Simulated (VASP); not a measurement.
An input for Quantum ESPRESSO's pw.x (written as the equivalent of a VASP run, and not itself run):

```
&CONTROL
  calculation = 'scf'
  pseudo_dir = './pseudo'
  outdir = './out'
  tprnfor = .true.
  tstress = .true.
/
&SYSTEM
  ibrav = 0
  nat = 2
  ntyp = 2
  ecutwfc = 86
  occupations = 'smearing'
  smearing = 'gaussian'
  degauss = 0.003675
  input_dft = 'pz'
/
&ELECTRONS
  conv_thr = 7.3e-09
  electron_maxstep = 100
/
ATOMIC_SPECIES
  Zn 65.380 Zn.upf
  Se 78.971 Se.upf
CELL_PARAMETERS angstrom
     0.0000000    2.7605794    2.7605794
     2.7605794    0.0000000    2.7605794
     2.7605794    2.7605794    0.0000000
ATOMIC_POSITIONS crystal
  Zn   0.0000000  0.0000000  0.0000000
  Se   0.2500000  0.2500000  0.2500000
K_POINTS automatic
  8 8 8 0 0 0
```

**Question.** Translate this input to VASP (INCAR, KPOINTS, POSCAR, choice of POTCAR).

**Answer.** One answer among several that fit: 
### INCAR
```
! general
SYSTEM   =  ZnSe
PREC     =  Accurate
ENCUT    =  520   ! plane-wave cut-off (eV)
LREAL    =  .FALSE.   ! projection in real space or not
LASPH    =  .TRUE.   ! aspherical one-centre terms

! electronic loop
EDIFF    =  1E-7   ! SCF stop (eV)
NELM     =  100   ! most electronic steps
ALGO     =  Normal
LMAXMIX  =  4

! smearing
ISMEAR   =  0   ! Gaussian
SIGMA    =  0.05

! ions
ISIF     =  2

! output
LWAVE    =  .FALSE.
LCHARG   =  .FALSE.
```

KPOINTS:
```
K-points
0
gamma
  8 8 8
0 0 0
```

File POSCAR:
```
ZnSe
5.5211590
  0.0000000000   0.4999999739   0.4999999739
  0.4999999739   0.0000000000   0.4999999739
  0.4999999739   0.4999999739   0.0000000000
Zn Se
1 1
Cart
  0.0000000000   0.0000000000   0.0000000000
  0.2499999870   0.2499999870   0.2499999870
```

POTCAR, in this order: Zn Se (LDA.64 set). Program: vasp_std.

Limits of the translation: the potentials are each code's own (VASP's PAW set, PseudoDojo norm-conserving files in pw.x), so ENCUT and ecutwfc are chosen apart and not converted; conv_thr bounds pw.x's estimated SCF error, while EDIFF bounds the energy change between steps.

The compound is ZnSe in the zinc blende structure. This cell is one point of a volume scan, at 0.97 of the reference volume.
